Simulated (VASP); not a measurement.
A cell of DyBi (relaxed from the NiAs structure, space group P6_3/mmc) near equilibrium:

```
CELL_PARAMETERS angstrom
      4.37885     0.00000     0.00000
     -2.18942     3.79219     0.00000
      0.00000     0.00000     7.47990
ATOMIC_POSITIONS crystal
  Dy 0.00000 0.00000 0.00000
  Dy 0.00000 0.00000 0.50000
  Bi 0.33333 0.66667 0.25000
  Bi 0.66667 0.33333 0.75000
```

The numbers are results of PBEsol GGA, VASP's PBE PAW potentials (set 64) (plane waves; VASP), not measurements.

The 4f electrons are frozen in the core of the lanthanide potential, so 4f levels, which can set the real gap, and their magnetism are missing.

```
run               ΔE (meV/atom)    σxx    σyy   σzz  largest shear component, with its sign (GPa)  largest force (eV/Å)
----------------  -------------  -----  -----  ----  --------------------------------------------  --------------------
as it is                    0.0  -0.01  -0.01  0.09                                          0.00                 0.000
after one change            0.3  -0.01  -0.01  0.10                                         -0.15                 0.101
```
Stress is in GPa, positive when the cell is compressed.

Task: What was changed between the two runs?
A) atom 3 (Bi) moved by -0.025 Å along x
B) uniaxial strain of -1.5 % along z
C) isotropic strain of -1.5 %

Result: A, atom 3 (Bi) moved by -0.025 Å along x

The structure was generated: DyBi was put into the NiAs type (P6_3/mmc), which need not be its known phase.
